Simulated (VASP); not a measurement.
These are optB88-vdW, VASP's PBE PAW potentials (set 64) (plane waves; VASP) values and carry that method's errors.

VASP input:

**KPOINTS**
```
Automatic mesh
0
G
 16 16 16
0 0 0
```

POSCAR:
```
Rh
1.0
  0.0000000000   1.8954578275   1.8954578275
  1.8954578275   0.0000000000   1.8954578275
  1.8954578275   1.8954578275   0.0000000000
Rh
1
Cart
  0.0000000000   0.0000000000   0.0000000000
```

### INCAR
```
LASPH=.True.   # aspherical one-centre terms
LREAL=.False.   # projection in real space or not
GGA=BO
LMAXMIX=4   # l cut-off of mixed one-centre charges
PREC=Accurate
ENCUT=520
LCHARG=.False.
NELM=100   # most electronic steps
PARAM1=0.1833333333
SIGMA=0.1   # width (eV)
EDIFF=1E-7   # SCF stop (eV)
ISIF=2   # forces and stress, cell fixed
LWAVE=.False.
AGGAC=0.0
ALGO=Normal   # blocked Davidson
SYSTEM=Rh
ISMEAR=1   # Methfessel-Paxton
PARAM2=0.22
LUSE_VDW=.True.
```

POTCAR, in this order: Rh_pv (PBE.64 set). Program: vasp_std.

The resulting files:

**OSZICAR**
```
       N       E                     dE             d eps       ncg     rms          rms(c)
DAV:   1     0.117546791577E+03    0.11755E+03   -0.94505E+03  3206   0.146E+03
DAV:   2    -0.282437758775E+01   -0.12037E+03   -0.11538E+03  3247   0.386E+02
DAV:   3    -0.427840922502E+01   -0.14540E+01   -0.14393E+01  3745   0.483E+01
DAV:   4    -0.428723106099E+01   -0.88218E-02   -0.88211E-02  3482   0.379E+00
DAV:   5    -0.428737627996E+01   -0.14522E-03   -0.14522E-03  3685   0.454E-01    0.101E+01
DAV:   6    -0.387105449213E+01    0.41632E+00   -0.96229E-01  3319   0.146E+01    0.367E+00
DAV:   7    -0.385415848709E+01    0.16896E-01   -0.18825E-02  3700   0.176E+00    0.173E+00
DAV:   8    -0.385043395928E+01    0.37245E-02   -0.33087E-03  3319   0.935E-01    0.165E-01
DAV:   9    -0.385034555311E+01    0.88406E-04   -0.61889E-05  3718   0.126E-01    0.188E-02
DAV:  10    -0.385035160587E+01   -0.60528E-05   -0.46642E-06  3415   0.313E-02    0.192E-03
DAV:  11    -0.385035166537E+01   -0.59492E-07   -0.14848E-07  2413   0.570E-03
   1 F= -.38503517E+01 E0= -.38502329E+01  d E =-.356167E-03
```

**OUTCAR**
```
------------------------ aborting loop because EDIFF is reached ----------------------------------------
  FORCE on cell =-STRESS in cart. coord.  units (eV):
  Direction    XX          YY          ZZ          XY          YZ          ZX
  --------------------------------------------------------------------------------------
  Total        0.7396997      0.7396997      0.7396997     -0.0000000     -0.0000000      0.0000000
  in kB       87.0149029     87.0149029     87.0149029     -0.0000000     -0.0000000      0.0000000
  external PRESSURE =      87.0149029 kB  Pullay stress =       0.0000000 kB
  volume of cell :       13.62
      direct lattice vectors                 reciprocal lattice vectors
     0.000000000  1.895457828  1.895457828    -0.263788512  0.263788512  0.263788512
     1.895457828  0.000000000  1.895457828     0.263788512 -0.263788512  0.263788512
     1.895457828  1.895457828  0.000000000     0.263788512  0.263788512 -0.263788512
 POSITION                                       TOTAL-FORCE (eV/Angst)
 -----------------------------------------------------------------------------------
      0.00000      0.00000      0.00000         0.000000     -0.000000      0.000000
 -----------------------------------------------------------------------------------
    total drift:                                0.000000      0.000000      0.000000
  FREE ENERGIE OF THE ION-ELECTRON SYSTEM (eV)
  ---------------------------------------------------
  free  energy   TOTEN  =        -3.8503516654 eV

  energy  without entropy=       -3.8499954989  energy(sigma->0) =       -3.85023294
```
(Selected blocks of OUTCAR.)

The compound is Rh in the fcc structure. This cell is one point of a volume scan, at 0.97 of the reference volume.
